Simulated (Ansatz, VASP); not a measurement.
## Ga13P9O42 (amorphous 59Ga2O3-41P2O5 (mol %)): VASP beside Ansatz

One calculation is typed for both programs; each brings its own data sets. How far apart do they land? The cell is taken from a series of runs on this material, whose earlier steps may have relaxed, scaled, displaced or heated it; both programs get it as it stands.

Program: Ansatz 0.2.0. Level of theory: plane waves, with VASP 6.6.1 beside it; single point at PBE. Results are calculated unless marked as measured.

**1. Starting point**

The cell holds 192 atoms: 39 Ga, 27 P and 126 O. Cell: a = 13.263 Å, b = 13.263 Å, c = 13.263 Å, α = 90.0°, β = 90.0°, γ = 90.0°. As first built, before any earlier steps moved the atoms (in the runner's words): 192 atoms (39 Fe, 27 P, 126 O) placed at random at 3.33 g/cm^3, melted at 5000 K for 10 ps at fixed volume with the Morse and Coulomb pair potential with partial charges (Pedone, Malavasi, Menziani, Cormack and Segre, J. Phys. Chem. B 110, 11780 (2006)). Quenched from 5000 K to 300 K at 100 K/ps and fixed volume, held 10 ps at zero pressure, then minimised at fixed cell. Then Fe was replaced by Ga and the cell scaled by 1.005 (the potential has no terms for the new elements, so the cell is a start for a DFT relaxation).

**2. Ansatz: single point, PBE**

Ansatz runs on its default PAW (the set named soft_2) files.

With cell and atoms fixed, the geometry can't cause a difference; cores, projectors, grids and the points listed under the comparison can.

Input file input.yaml:

```yaml
crystal:
  lattice:
    - [13.26336, 0.0, 0.0]
    - [0.0, 13.26336, 0.0]
    - [0.0, 0.0, 13.26336]
  atoms:
    - { symbol: Ga, position: [0.56292, 0.15549, 0.22586] }
    - { symbol: Ga, position: [0.1808, 0.0419, 0.48672] }
    - { symbol: Ga, position: [0.32662, 0.16911, 0.30479] }
    - { symbol: Ga, position: [0.52489, 0.69173, 0.79313] }
    - { symbol: Ga, position: [0.73726, 0.90975, 0.02494] }
    - { symbol: Ga, position: [0.25532, 0.55935, 0.49929] }
    - { symbol: Ga, position: [0.12911, 0.38007, 0.25731] }
    - { symbol: Ga, position: [0.41845, 0.71784, 0.24808] }
    - { symbol: Ga, position: [0.07937, 0.84634, 0.98561] }
    - { symbol: Ga, position: [0.33059, 0.83629, 0.83795] }
    - { symbol: Ga, position: [0.52392, 0.57488, 0.43182] }
    - { symbol: Ga, position: [0.31126, 0.45413, 0.93186] }
    - { symbol: Ga, position: [0.73611, 0.32464, 0.82639] }
    - { symbol: Ga, position: [0.91279, 0.67499, 0.00364] }
    - { symbol: Ga, position: [0.40106, 0.96063, 0.22314] }
    - { symbol: Ga, position: [0.12264, 0.92052, 0.77607] }
    - { symbol: Ga, position: [0.96962, 0.0281, 0.37709] }
    - { symbol: Ga, position: [0.28416, 0.21165, 0.9406] }
    - { symbol: Ga, position: [0.11045, 0.17117, 0.28519] }
    - { symbol: Ga, position: [0.76458, 0.10545, 0.13058] }
    - { symbol: Ga, position: [0.97895, 0.27435, 0.92665] }
    - { symbol: Ga, position: [0.82263, 0.46179, 0.99294] }
    - { symbol: Ga, position: [0.95434, 0.35996, 0.71757] }
    - { symbol: Ga, position: [0.6221, 0.54212, 0.20987] }
    - { symbol: Ga, position: [0.15271, 0.95837, 0.22652] }
    - { symbol: Ga, position: [0.80015, 0.65781, 0.18022] }
    - { symbol: Ga, position: [0.85458, 0.84888, 0.84664] }
    - { symbol: Ga, position: [0.03232, 0.69719, 0.7934] }
    - { symbol: Ga, position: [0.79026, 0.49578, 0.41238] }
    - { symbol: Ga, position: [0.86392, 0.27055, 0.3987] }
[... 156 atom lines left out ...]
    - { symbol: O, position: [0.71003, 0.05739, 0.25664] }
    - { symbol: O, position: [0.10097, 0.08032, 0.14849] }
    - { symbol: O, position: [0.15369, 0.53089, 0.98879] }
    - { symbol: O, position: [0.41808, 0.1663, 0.97664] }
    - { symbol: O, position: [0.39095, 0.4215, 0.24631] }
    - { symbol: O, position: [0.28563, 0.58281, 0.64426] }
kpoints:
  mp_grid: { grid: [1, 1, 1] }
hamiltonian:
  xc: pbe
scf:
  occupations: { method: fermi_dirac, width: 0.05 }
output:
  forces: true
  eigenvalues: true
```

On the command line:

```
ansatz run input.yaml --threads 16 --pin off --max-ram 31232MiB --backend cpu --events-out ev --progress --plain --runs-dir out
```

Numbers of over 12 decimals in the logs are rounded to 6 here.

The log of the run:

```text
Engine: ansatz 0.2.0, aarch64-unknown-linux-gnu
Pseudopotentials: kind: paw
Pseudopotential: Ga, paw, valence charge 13, recommended cutoff 420 eV (normal), Ga.paw.azcp
Pseudopotential: P, paw, valence charge 5, recommended cutoff 420 eV (normal), P.paw.azcp
Pseudopotential: O, paw, valence charge 6, recommended cutoff 420 eV (normal), O.paw.azcp
Functional definition: PBE
  parameter kappa = 0.804
  parameter beta = 0.066725
  exchange = pbe_x(kappa = kappa, mu = beta*pi^2/3)
  correlation = pbe_c(beta = beta)
Crystal: 192 atoms, lattice volume = 2333.247 Å³
Basis set: ecut = 420 eV, 45769 PW (Γ), exchange–correlation on 180×180×180 points (8 copies of the dense FFT grid, shifted against one another)
Bands: 891, of which v1, the nominal top of the filled ones, is band 699 counted from 1 (698 counted from 0)
Symmetry: 1 space group operations
Space group: P1 (ITA 1), of the structure as read, at distance tolerance 1.3e-4 Å
k-points: 1
Non-local potential: Ga, projectors of the file, l = 0: 2, l = 1: 2, l = 2: 3, l = 3: 1
Non-local potential: P, projectors of the file, l = 0: 2, l = 1: 2, l = 2: 2
Non-local potential: O, projectors of the file, l = 0: 2, l = 1: 2, l = 2: 1
PAW form: soft (Blöchl's): semilocal exchange-correlation on the pseudo side does not see the compensation charge
PAW one-centre angular grid: Ga, 590 points (default); XC on 64 Gauss nodes
PAW one-centre angular grid: P, 110 points (default); XC on 64 Gauss nodes
PAW one-centre angular grid: O, 110 points (default); XC on 64 Gauss nodes
Initial density: superposition of atomic densities (neutral atoms: chi_scale 0, normalization atom), corrected by the library's trained network
Initial wavefunctions: pseudopotential atomic-orbital guess
Functional: x = pbe(κ = 0.804, μ = 0.219515), c = pbe(β = 0.066725)
SCF iter   1: F=—  HF=-239478.415263 eV  |F-HF|=—  |Δ(HF+E_count)|=         —  Δρ=3.62e-3  dr2=4.86e-1  ethr=1.77e-3  ⟨swp⟩=6.0  Hψ=3977  notcnv=0  defer=135
preconditioner: auto → Resta (q_TF=auto, 2.505 Å⁻¹)  ε∞=3.8  [insulator: Δε(μ)=1.226 eV  Ē_g=17.181 eV  σ=0.050 eV  W_gap=1.00  n_scr=618 (ndim 8)  ℏωp=28.7 eV  f_vac=0.135  D(μ)=0.00/eV (n_scr^D=0)  ε∞_Penn≈3.8]
SCF iter   2: F=—  HF=-239478.335745 eV  |F-HF|=—  |Δ(HF+E_count)|=   7.95e-2  Δρ=1.94e-3  dr2=1.15e-1  ethr=3.48e-5  ⟨swp⟩=3.0  Hψ=1609  notcnv=0  defer=184
SCF iter   3: F=—  HF=-239478.319324 eV  |F-HF|=—  |Δ(HF+E_count)|=   1.64e-2  Δρ=8.49e-4  dr2=3.28e-2  ethr=8.20e-6  ⟨swp⟩=3.0  Hψ=1382  notcnv=0  defer=103
automatic band count: iteration 3 solves 810 bands in place of 891: the levels show a gap, and the empty bands left out lie too high to hold charge; the band table lists the bands solved (type scf.n_extra_bands for more)
SCF iter   4: F=—  HF=-239478.312926 eV  |F-HF|=—  |Δ(HF+E_count)|=   6.40e-3  Δρ=3.78e-4  dr2=3.48e-3  ethr=2.35e-6  ⟨swp⟩=3.0  Hψ=1373  notcnv=0  defer=103
SCF iter   5: F=—  HF=-239478.312738 eV  |F-HF|=—  |Δ(HF+E_count)|=   1.88e-4  Δρ=2.20e-4  dr2=1.15e-3  ethr=2.49e-7  ⟨swp⟩=3.0  Hψ=1697  notcnv=0  defer=103
SCF iter   6: F=—  HF=-239478.312699 eV  |F-HF|=—  |Δ(HF+E_count)|=   3.86e-5  Δρ=6.94e-5  dr2=1.27e-4  ethr=8.19e-8  ⟨swp⟩=2.0  Hψ=1381  notcnv=0  defer=103
SCF iter   7: F=—  HF=-239478.312682 eV  |F-HF|=—  |Δ(HF+E_count)|=   1.73e-5  Δρ=3.77e-5  dr2=3.39e-5  ethr=9.09e-9  ⟨swp⟩=4.0  Hψ=1541  notcnv=0  defer=103
SCF iter   8: F=—  HF=-239478.314202 eV  |F-HF|=—  |Δ(HF+E_count)|=   1.52e-3  Δρ=1.41e-5  dr2=5.45e-6  ethr=2.43e-9  ⟨swp⟩=3.0  Hψ=1415  notcnv=0  defer=103
SCF iter   9: F=—  HF=-239478.314204 eV  |F-HF|=—  |Δ(HF+E_count)|=   1.93e-6  Δρ=5.56e-6  dr2=8.46e-7  ethr=3.90e-10  ⟨swp⟩=3.0  Hψ=1589  notcnv=0  defer=103
SCF iter  10: F=—  HF=-239478.314204 eV  |F-HF|=—  |Δ(HF+E_count)|=   3.24e-7  Δρ=3.36e-6  dr2=2.58e-7  ethr=6.05e-11  ⟨swp⟩=2.0  Hψ=1380  notcnv=0  defer=103
SCF iter  11: F=-239478.314204 eV  HF=-239478.314204 eV  |F-HF|=7.71e-9  |Δ(HF+E_count)|=   4.30e-8  Δρ=1.26e-6  dr2=3.71e-8  ethr=7.15e-12  ⟨swp⟩=16.0  Hψ=3661  notcnv=0
SCF 1 converged in 11 iterations: F = -239478.314204 eV  dr2 = 3.71e-8
  greatest PAW one-centre occupation: 0.998 electrons in one spin orbital (limit 2), on the Ga atom at site 20 (counted from 0), in its partial waves of l = 2
SCF converged after 11 iterations
Free energy (F): -239478.314204 eV
Harris-Foulkes:  -239478.314204 eV  (|F-HF|=7.71e-9)
Internal energy: -239478.309268 eV  (E = F + TS)
E sigma→0 (E₀):  -239478.311736 eV
Entropy (-TS):   -0.004936 eV (-0.026 meV/atom)
Fermi energy:    6.602293 eV
--- Per-component energies (eV) ---
  E_band       = -5779.848697
  E_kinetic    = 28890.897600
  E_local      = -153674.929766  (includes V_loc(G=0)·N_el)
  E_nonlocal   = 23804.687458
  E_hartree    = 66222.419040
  E_xc         = -13582.171414
  E_vxc        = -15693.686629  (∫ρ·V_xc dr)
  E_paw        = -113345.914683  (= ΣΔE_a)
[...]
atom 174  O     -1.68417894    -1.38411081     3.58256496
  atom 175  O     -1.60329060     1.27861259     0.68760955
  atom 176  O      2.24751067     1.99745190     0.94859998
  atom 177  O     -0.55096491     1.50663363     1.83135600
  atom 178  O      0.41905037     0.19135014    -1.32187635
  atom 179  O     -0.85051508    -0.85142431     0.97040100
  atom 180  O      0.01769347     0.49986273     0.19515849
  atom 181  O     -1.50720056     0.89312574     0.19263050
  atom 182  O     -0.45200281     1.22225627    -1.18463000
  atom 183  O      0.53428808     1.87182148    -0.07098957
  atom 184  O      0.70045728     1.06974185     0.53373067
  atom 185  O     -1.08856558    -0.71862602     1.45764831
  atom 186  O     -0.83172988     0.73652382     1.39112981
  atom 187  O     -1.57174591    -0.27209020    -2.96773692
  atom 188  O     -0.02578187    -0.57554865     2.57546157
  atom 189  O      2.18412085     0.36089854     0.91689290
  atom 190  O     -0.71839533     1.15362101    -1.02923882
  atom 191  O      1.82034261    -1.75831195    -0.52089252
  atom 192  O      0.51246414    -0.54865619    -1.06718649
  max |Σ_I F_I| component: 4.13e-5 eV/Å
--- Band table (eV) ---
  k-point 0: bands = [... 695 lower, 5.2124, 5.3453, 6.2348, 6.3112, 6.8835, 7.5755, 7.7107, 7.9659, ... 107 higher]
```

In the SCF lines HF is the Harris–Foulkes energy and dr2 the Hartree energy of the density residual, in eV; the loop may stop once dr2 is under the threshold and the program's other checks hold. Hψ counts applications of the Hamiltonian.

**3. VASP: single point, PBE**

The same cell, functional, mesh and smearing now go to VASP, with its own data sets.

Lines of VASP's logs that name or quote its potential files are left out, and so is its time.

Input file INCAR:

```
SYSTEM = Ga13P9O42
PREC = Accurate
ENCUT = 520
EDIFF = 1E-06
NELM = 120
ISMEAR = -1
SIGMA = 0.05
LREAL = Auto
ALGO = Normal
GGA = PE
NBANDS = 833
LORBIT = 11
LWAVE = .FALSE.
LCHARG = .FALSE.
ISIF = 2
LASPH = .TRUE.
GGA_COMPAT = .FALSE.
EFERMI = MIDGAP
```

Input file POSCAR:

```
Ga13P9O42
1.0
   13.2633600000      0.0000000000      0.0000000000
    0.0000000000     13.2633600000      0.0000000000
    0.0000000000      0.0000000000     13.2633600000
Ga P O
39 27 126
Direct
    0.5629200000      0.1554900000      0.2258600000
    0.1808000000      0.0419000000      0.4867200000
    0.3266200000      0.1691100000      0.3047900000
    0.5248900000      0.6917300000      0.7931300000
    0.7372600000      0.9097500000      0.0249400000
    0.2553200000      0.5593500000      0.4992900000
    0.1291100000      0.3800700000      0.2573100000
    0.4184500000      0.7178400000      0.2480800000
    0.0793700000      0.8463400000      0.9856100000
    0.3305900000      0.8362900000      0.8379500000
    0.5239200000      0.5748800000      0.4318200000
    0.3112600000      0.4541300000      0.9318600000
    0.7361100000      0.3246400000      0.8263900000
    0.9127900000      0.6749900000      0.0036400000
    0.4010600000      0.9606300000      0.2231400000
    0.1226400000      0.9205200000      0.7760700000
    0.9696200000      0.0281000000      0.3770900000
    0.2841600000      0.2116500000      0.9406000000
    0.1104500000      0.1711700000      0.2851900000
    0.7645800000      0.1054500000      0.1305800000
    0.9789500000      0.2743500000      0.9266500000
    0.8226300000      0.4617900000      0.9929400000
    0.9543400000      0.3599600000      0.7175700000
    0.6221000000      0.5421200000      0.2098700000
    0.1527100000      0.9583700000      0.2265200000
    0.8001500000      0.6578100000      0.1802200000
    0.8545800000      0.8488800000      0.8466400000
    0.0323200000      0.6971900000      0.7934000000
    0.7902600000      0.4957800000      0.4123800000
    0.8639200000      0.2705500000      0.3987000000
[... 156 atom lines left out ...]
    0.7100300000      0.0573900000      0.2566400000
    0.1009700000      0.0803200000      0.1484900000
    0.1536900000      0.5308900000      0.9887900000
    0.4180800000      0.1663000000      0.9766400000
    0.3909500000      0.4215000000      0.2463100000
    0.2856300000      0.5828100000      0.6442600000
```

Input file KPOINTS:

```
Automatic mesh
0
Gamma
1 1 1
0 0 0
```

PAW data sets: Ga_d, P and O (PBE family, release 64).

On the command line:

```
export OMP_NUM_THREADS=3
mpirun -np 1 vasp_gam
```

The log of the run:

```text
[banner, memory and clock lines left out]
running    1 mpi-ranks, on    1 nodes
[...]
Offloading initialized ...    1 GPUs detected
[...]
LDA part: xc-table for (Slater+PW92), standard interpolation
 POSCAR, INCAR and KPOINTS ok, starting setup
[...]
entering main loop
       N       E                     dE             d eps       ncg     rms          rms(c)
DAV:   1     0.405732273517E+05    0.40573E+05   -0.51206E+05  1666   0.284E+03
DAV:   2     0.930483025353E+04   -0.31268E+05   -0.29800E+05  1666   0.881E+02
DAV:   3    -0.182557856321E+03   -0.94874E+04   -0.89314E+04  2314   0.371E+02
DAV:   4    -0.137361144588E+04   -0.11911E+04   -0.11705E+04  2332   0.141E+02
[...]
DAV:  19    -0.123846102110E+04    0.43625E-05   -0.20769E-05  2116   0.267E-02    0.465E-03
DAV:  20    -0.123846102118E+04   -0.73647E-07   -0.19153E-05  2204   0.952E-03    0.498E-03
DAV:  21    -0.123846102117E+04    0.29104E-08   -0.52113E-06  1468   0.672E-03
   1 F= -.12384610E+04 E0= -.12384582E+04  d E =-.556920E-02
```

From OUTCAR (step 3):

```text
  FREE ENERGIE OF THE ION-ELECTRON SYSTEM (eV)
  ---------------------------------------------------
  free  energy   TOTEN  =     -1238.4610211743 eV

  energy  without entropy=    -1238.4554519737  energy(sigma->0) =    -1238.45823657

[... 1 further part left out ...]
```

The run ends at a pressure of -0.51 GPa, with forces up to 4.4 eV/Å.

**4. Side by side**

Known differences besides the potentials themselves: the cutoff is 420 eV in Ansatz and 520 eV in VASP (PREC = Accurate, projectors in real space). Total energies have different zeros and are not compared.

Compared:

| quantity | Ansatz | VASP | difference |
| --- | --- | --- | --- |
| gap on the k mesh (eV) | 0.572 | 0.558 | +0.014 |

Forces on 9 of the 192 atoms, those with the largest forces and the largest differences (eV/Å; atoms numbered as in POSCAR):

| atom | Ansatz x, y, z | VASP x, y, z |
| --- | --- | --- |
| P43 | 2.040, -3.960, 0.522 | 1.966, -3.877, 0.464 |
| P63 | 2.854, 2.393, 0.243 | 2.807, 2.425, 0.259 |
| O101 | -3.487, -0.559, -0.502 | -3.316, -0.499, -0.467 |
| O109 | 0.538, 0.488, -1.450 | 0.497, 0.430, -1.285 |
| O137 | -0.444, 0.957, -0.306 | -0.338, 0.822, -0.282 |
| O155 | -0.266, 3.347, 1.690 | -0.283, 3.223, 1.605 |
| O167 | -3.032, -1.602, -0.237 | -2.916, -1.526, -0.216 |
| O174 | -1.684, -1.384, 3.583 | -1.634, -1.364, 3.465 |
| O187 | -1.572, -0.272, -2.968 | -1.553, -0.277, -2.836 |

The forces differ by 55 meV/Å r.m.s., which is 5.5 % of the r.m.s. force of 1.016 eV/Å (both taken over all components). A gap on the mesh is an upper bound, since the band edges may lie between its points.

**5. Summary of results**

| Property | Result |
| --- | --- |
| r.m.s. force difference (single point, PBE) | 5.5 % of the r.m.s. force |

In words: The r.m.s. force difference is 5.5 % of the r.m.s. force (single point, PBE), beyond the 3 % picked in this series as the mark of a large difference. What causes the difference of the single point, PBE pair stays open here. Such differences can come from data sets, numerical settings and the points named under the comparisons, not from the functional's error against experiment.

[Lines on the potential files, build, host, timing and source positions are cut from VASP's logs without a mark.]

[Logs are printed without paths, hosts, clocks, repeated set-up lines and the standing remarks that a program may print on its own settings, such as how far it seeks lower states.]

[Hosts, paths, dates, database ids (printed as entryN), source tags and the programs' standing remarks are cut or masked in the printed files.]
